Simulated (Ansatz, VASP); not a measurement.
# LaSi3Ru: VASP beside Ansatz

Aim: how closely do two programs agree when they are given the same cell, functional and k mesh?

Method: plane waves, with VASP 6.6.1 beside it; relaxation of cell and atoms at r2SCAN, in Ansatz 0.2.0.

## Step 1: The structure

It takes space group I4mm (No. 107, tetragonal). The conventional cell has a = 4.265 Å, b = 4.265 Å, c = 9.964 Å, α = 90.00°, β = 90.00°, γ = 90.00°. La has 12 Si at 3.12 to 3.37 Å and 5 Ru at 3.39 to 3.42 Å nearest. Nearest to Si lie 1 Ru at 2.37 Å and 4 Si at 2.65 Å and 4 La at 3.12 Å. Si has 2 Ru at 2.38 Å and 6 Si at 2.65 to 3.02 Å and 4 La at 3.19 to 3.37 Å nearest. Nearest to Ru lie 5 Si at 2.37 to 2.38 Å and 5 La at 3.39 to 3.42 Å. Farther neighbours are not listed.

Coordinates:

```cif
data_structure
_symmetry_space_group_name_H-M 'I4mm'
_symmetry_Int_Tables_number 107
_cell_length_a 4.2655
_cell_length_b 4.2655
_cell_length_c 9.9645
_cell_angle_alpha 90.000
_cell_angle_beta 90.000
_cell_angle_gamma 90.000
_cell_volume 181.29
loop_
_atom_site_label
_atom_site_type_symbol
_atom_site_symmetry_multiplicity
_atom_site_Wyckoff_symbol
_atom_site_fract_x
_atom_site_fract_y
_atom_site_fract_z
_atom_site_occupancy
La1 La 2 a 0.50000 0.50000 0.49929 1
Si1 Si 2 a 0.00000 0.00000 0.41773 1
Si2 Si 4 b 0.50000 0.00000 0.26066 1
Ru1 Ru 2 a 0.50000 0.50000 0.15565 1
```

## Step 2: VASP: relaxation of cell and atoms, r2SCAN

The relaxed volume is the usual yardstick between codes: its relative difference is about their pressure difference at one cell divided by the bulk modulus.

Lines of VASP's logs that name or quote its potential files are left out, and so is its time.

Contents of INCAR:

```
SYSTEM = LaSi3Ru
PREC = Accurate
ENCUT = 400
EDIFF = 1E-06
NELM = 100
ISMEAR = -1
SIGMA = 0.05
LREAL = .FALSE.
ALGO = Normal
METAGGA = R2SCAN
LASPH = .TRUE.
NBANDS = 24
LORBIT = 11
LWAVE = .FALSE.
LCHARG = .FALSE.
KPAR = 4
IBRION = 2
NSW = 60
ISIF = 3
EDIFFG = -0.01
```

Contents of POSCAR:

```
LaSi3Ru
1.0
   -2.1327286600      2.1327286600      4.9822326100
    2.1327286600     -2.1327286600      4.9822326100
    2.1327286600      2.1327286600     -4.9822326100
La Si Ru
1 3 1
Direct
    0.9992937100      0.9992937100      0.0000000000
    0.4177275300      0.4177275300      0.0000000000
    0.2606647200      0.7606647200      0.5000000000
    0.7606647200      0.2606647200      0.5000000000
    0.6556503100      0.6556503100      0.0000000000
```

Contents of KPOINTS:

```
Automatic mesh
0
Gamma
6 6 6
0 0 0
```

PAW data sets: La, Si and Ru_pv (PBE family, release 64).

Started as:

```console
mpirun -np 4 vasp_std
```

Numbers of over 12 decimals in the logs are rounded to 6 here.

Output:

```text
[banner, memory and clock lines left out]
running    4 mpi-ranks, on    1 nodes
 distrk:  each k-point on    1 cores,    4 groups
 distr:  one band on    1 cores,    1 groups

 POSCAR found type information on POSCAR LaSiRu
 POSCAR found :  3 types and       5 ions
|                                                                             |
|               ----> ADVICE to this user running VASP <----                  |
|                                                                             |
|     You enforced a specific xc type in the INCAR file but a different       |
|     [... a line on the potential file left out ...]
|     I HOPE YOU KNOW WHAT YOU ARE DOING!                                     |
|                                                                             |

 LDA part: xc-table for (None), standard interpolation
 POSCAR, INCAR and KPOINTS ok, starting setup
 FFT: planning ... GRIDC
 FFT: planning ... GRID_SOFT
 FFT: planning ... GRID
 WAVECAR not read
 entering main loop
       N       E                     dE             d eps       ncg     rms          rms(c)
DAV:   1     0.192556972156E+03    0.19256E+03   -0.14841E+04  1816   0.162E+03
DAV:   2    -0.569382933342E+02   -0.24950E+03   -0.24068E+03  1680   0.333E+02
DAV:   3    -0.929264162049E+02   -0.35988E+02   -0.34855E+02  2304   0.118E+02
DAV:   4    -0.950800471514E+02   -0.21536E+01   -0.21381E+01  2408   0.332E+01
DAV:   5    -0.951917410494E+02   -0.11169E+00   -0.11160E+00  2104   0.591E+00    0.180E+01
DAV:   6    -0.855846989972E+02    0.96070E+01   -0.13378E+01  2032   0.270E+01    0.606E+00
DAV:   7    -0.851572759053E+02    0.42742E+00   -0.46760E+00  2448   0.168E+01    0.506E+00
DAV:   8    -0.851531615193E+02    0.41144E-02   -0.42197E-01  2280   0.497E+00    0.200E+00
DAV:   9    -0.851576443932E+02   -0.44829E-02   -0.17237E-01  2216   0.296E+00    0.828E-01
DAV:  10    -0.851568086861E+02    0.83571E-03   -0.33271E-02  2472   0.156E+00    0.158E-01
DAV:  11    -0.851572680169E+02   -0.45933E-03   -0.20381E-03  2368   0.274E-01    0.802E-02
DAV:  12    -0.851574866443E+02   -0.21863E-03   -0.59883E-04  2520   0.140E-01    0.481E-02
DAV:  13    -0.851575121437E+02   -0.25499E-04   -0.26908E-04  2224   0.106E-01    0.125E-02
DAV:  14    -0.851575211768E+02   -0.90331E-05   -0.10383E-04  2640   0.690E-02    0.110E-02
[...]
DAV:  28    -0.851588405394E+02   -0.13262E-02   -0.11816E-02  1944   0.728E-01    0.103E-01
DAV:  29    -0.851577185878E+02    0.11220E-02   -0.44248E-03  2136   0.520E-01    0.577E-02
DAV:  30    -0.851575325828E+02    0.18600E-03   -0.26612E-03  2376   0.287E-01    0.284E-03
DAV:  31    -0.851575277929E+02    0.47899E-05   -0.18919E-04  2056   0.790E-02    0.127E-02
DAV:  32    -0.851575410309E+02   -0.13238E-04   -0.24877E-05  2576   0.326E-02    0.133E-02
DAV:  33    -0.851575469807E+02   -0.59498E-05   -0.79421E-06  2280   0.139E-02    0.882E-03
DAV:  34    -0.851575485079E+02   -0.15272E-05   -0.10030E-06  1624   0.630E-03    0.680E-03
DAV:  35    -0.851575491087E+02   -0.60080E-06   -0.25690E-07  1264   0.526E-03
   1 F= -.85157549E+02 E0= -.85150711E+02  d E =-.851575E+02
[... from here on, the cycles between the ionic steps are left out ...]
   2 F= -.85158421E+02 E0= -.85151665E+02  d E =-.871804E-03
   3 F= -.85158684E+02 E0= -.85151991E+02  d E =-.113460E-02
   4 F= -.85159085E+02 E0= -.85152445E+02  d E =-.401216E-03
   5 F= -.85159084E+02 E0= -.85152444E+02  d E =-.400717E-03
   6 F= -.85159179E+02 E0= -.85152542E+02  d E =-.945505E-04
   7 F= -.85159194E+02 E0= -.85152556E+02  d E =-.109666E-03
   8 F= -.85159216E+02 E0= -.85152579E+02  d E =-.131211E-03
   9 F= -.85159231E+02 E0= -.85152597E+02  d E =-.146886E-03
 curvature:  -0.75 expect dE=-0.176E-04 dE for cont linesearch -0.481E-05
 ZBRENT: bracketing found
 ZBRENT: interpolating
 opt :   1.5424  next Energy=   -85.159221 (dE=-0.136E-03)
 bond charge predicted
       N       E                     dE             d eps       ncg     rms          rms(c)
DAV:   1    -0.851591870304E+02    0.43761E-04   -0.31595E-03  1680   0.545E-01    0.194E-02
DAV:   2    -0.851592289999E+02   -0.41970E-04   -0.31911E-04  2208   0.154E-01    0.994E-03
DAV:   3    -0.851592288731E+02    0.12685E-06   -0.17384E-05  2232   0.366E-02    0.585E-03
DAV:   4    -0.851592287545E+02    0.11857E-06   -0.12512E-06  1248   0.848E-03
  10 F= -.85159229E+02 E0= -.85152592E+02  d E =-.144333E-03
 curvature:  -0.80 expect dE=-0.115E-04 dE for cont linesearch -0.570E-05
 trial: gam=-0.06948 g(F)=  0.109E-04 g(S)=  0.348E-05 ort = 0.402E-04 (trialstep = 0.911E+00)
 search vector abs. value=  0.987E-05
 reached required accuracy - stopping structural energy minimisation
```

Parts of OUTCAR (step 2):

```text
ion  position               nearest neighbor table
   1  0.999  0.999  0.000-   2 3.12   2 3.12   2 3.12   2 3.12   4 3.19   4 3.19   3 3.19   3 3.19
                             4 3.37   3 3.37   4 3.37   3 3.37   5 3.39   5 3.39   5 3.39   5 3.39
   2  0.418  0.418  0.000-   5 2.37   4 2.65   3 2.65   3 2.65   4 2.65   1 3.12   1 3.12   1 3.12
                             1 3.12
   3  0.261  0.761  0.500-   5 2.38   5 2.38   2 2.65   2 2.65   4 3.02   4 3.02   4 3.02   4 3.02
                             1 3.19   1 3.19   1 3.37   1 3.37
   4  0.761  0.261  0.500-   5 2.38   5 2.38   2 2.65   2 2.65   3 3.02   3 3.02   3 3.02   3 3.02
                             1 3.19   1 3.19   1 3.37   1 3.37
   5  0.656  0.656  0.000-   2 2.37   4 2.38   3 2.38   3 2.38   4 2.38   1 3.39   1 3.39   1 3.39
                             1 3.39   1 3.42

  LATTYP: Found a body centered tetragonal cell.
 ALAT       =     4.2654573200
 C/A-ratio  =     2.3360836770

 Subroutine GETGRP returns: Found  8 space group operations
 (whereof  8 operations were pure point group operations)

The static configuration has the point symmetry C_4v.

 Found     30 irreducible k-points:

   k-points           NKPTS =     30   k-points in BZ     NKDIM =     30   number of bands    NBANDS=     24

   dimension x,y,z NGX =    40 NGY =   40 NGZ =   40
   dimension x,y,z NGXF=    80 NGYF=   80 NGZF=   80

   ENCUT  =  400.0 eV  29.40 Ry    5.42 a.u.   9.50  9.50  9.50*2*pi/ulx,y,z

   NELECT =      37.0000    total number of electrons

 k-points in reciprocal lattice and weights: Automatic mesh
   0.00000000  0.00000000  0.00000000       0.005
   0.16666667 -0.00000000  0.00000000       0.037
   0.33333333 -0.00000000  0.00000000       0.037
   0.50000000  0.00000000  0.00000000       0.019
   0.16666667  0.16666667  0.00000000       0.037
   0.33333333  0.16666667  0.00000000       0.074
   0.50000000  0.16666667  0.00000000       0.074
  -0.33333333  0.16666667 -0.00000000       0.074
  -0.16666667  0.16666667  0.00000000       0.019
[...]
-0.33333333 -0.33333333  0.33333333       0.009
   0.50000000  0.50000000  0.50000000       0.005

 average (electrostatic) potential at core
       1 -99.7209       2 -82.5626       3 -82.7723       4 -82.7723       5 -74.5873

 E-fermi :   9.4816

 k-point     1 :       0.0000    0.0000    0.0000
  band No.  band energies     occupation
    ...
     14       6.6050      2.00000
     15       7.4409      2.00000
     16       7.6892      2.00000
     17       8.6952      2.00000
     18       8.6952      2.00000
     19      10.0770      0.00001
     20      10.0770      0.00001
     21      11.4422      0.00000
     22      12.1529      0.00000
     23      12.3067      0.00000
    ...

 k-point     2 :       0.1667   -0.0000    0.0000
  band No.  band energies     occupation
    ...
     15       7.2489      2.00000
     16       7.6125      2.00000
     17       8.6812      2.00000
     18       8.7222      2.00000
     19       9.4765      1.05096
     20       9.6495      0.06736
     21      11.5008      0.00000
     22      12.2201      0.00000
     23      12.4056      0.00000
     24      12.4932      0.00000

 k-point     3 :       0.3333   -0.0000    0.0000
  band No.  band energies     occupation
    ...
     15       7.4504      2.00000
     16       7.7185      2.00000
     17       8.1613      2.00000
     18       8.5179      2.00000
     19       9.2917      1.95617
     20       9.9315      0.00025
     21      11.5864      0.00000
     22      12.2966      0.00000
     23      12.5071      0.00000
     24      12.5720      0.00000

  Total        0.0124791      0.0124791      0.0070469      0.0000000      0.0000000      0.0000000
  in kB        0.2207823      0.2207823      0.1246759      0.0000000      0.0000000      0.0000000
  external PRESSURE =       0.1887468 kB  Pullay stress =       0.0000000 kB

  energy-cutoff  :      400.00
  volume of cell :       90.56
      direct lattice vectors                 reciprocal lattice vectors
    -2.126844194  2.126844194  5.004918661     0.000000000  0.235090093  0.099901723
     2.126844194 -2.126844194  5.004918661     0.235090093  0.000000000  0.099901723
     2.126844194  2.126844194 -5.004918661     0.235090093  0.235090093  0.000000000

 POSITION                                       TOTAL-FORCE (eV/Angst)
 -----------------------------------------------------------------------------------
      0.00000      0.00000      9.98909        -0.000000     -0.000000     -0.008490
      0.00000      0.00000      4.19141         0.000000      0.000000      0.007506
      2.12684      0.00000      2.61131        -0.000000     -0.000000     -0.003683
      0.00000      2.12684      2.61131        -0.000000     -0.000000     -0.003683
      0.00000      0.00000      6.56240         0.000000      0.000000      0.008350
 -----------------------------------------------------------------------------------
    total drift:                               -0.000008     -0.000008     -0.007246

  FREE ENERGIE OF THE ION-ELECTRON SYSTEM (eV)
  ---------------------------------------------------
  free  energy   TOTEN  =       -85.1592287545 eV

  energy  without entropy=      -85.1459552107  energy(sigma->0) =      -85.15259198

 reached required accuracy - stopping structural energy minimisation

 total charge
# of ion       s       p       d       f       tot
--------------------------------------------------
    1        1.989   5.681   0.748   0.145   8.563
    2        0.785   0.876   0.000   0.000   1.660
    3        0.773   0.843   0.000   0.000   1.616
    4        0.773   0.843   0.000   0.000   1.616
    5        0.385   6.310   6.245   0.000  12.939
--------------------------------------------------
tot          4.705  14.553   6.993   0.145  26.395

[... 3 further parts left out ...]
```

CONTCAR:

```
LaSi3Ru
   1.00000000000000
    -2.1268441940754106    2.1268441940754106    5.0049186609093619
     2.1268441940754106   -2.1268441940754106    5.0049186609093619
     2.1268441940754106    2.1268441940754106   -5.0049186609093619
  La              Si              Ru
     1     3     1
Direct
     0.9979274610769663    0.9979274610769663    0.0000000000000000
     0.4187290220836943    0.4187290220836943    0.0000000000000000
     0.2608745268803599    0.7608745268803599    0.5000000000000000
     0.7608745268803599    0.2608745268803599    0.5000000000000000
     0.6555954530786245    0.6555954530786245    0.0000000000000000
```

This run has no spin polarisation. Its electron count is odd, so without a moment it is a metal by construction. The run keeps the 8 symmetry operations of its start, so it cannot find a distortion of lower symmetry.

(Part 1 of 2 ends here.)

[Lines on the potential files, build, host, timing and source positions are cut from VASP's logs without a mark.]

[Logs are printed without paths, hosts, clocks, repeated set-up lines and the standing remarks that a program may print on its own settings, such as how far it seeks lower states.]

[Hosts, paths, dates, database ids (printed as entryN), source tags and the programs' standing remarks are cut or masked in the printed files.]
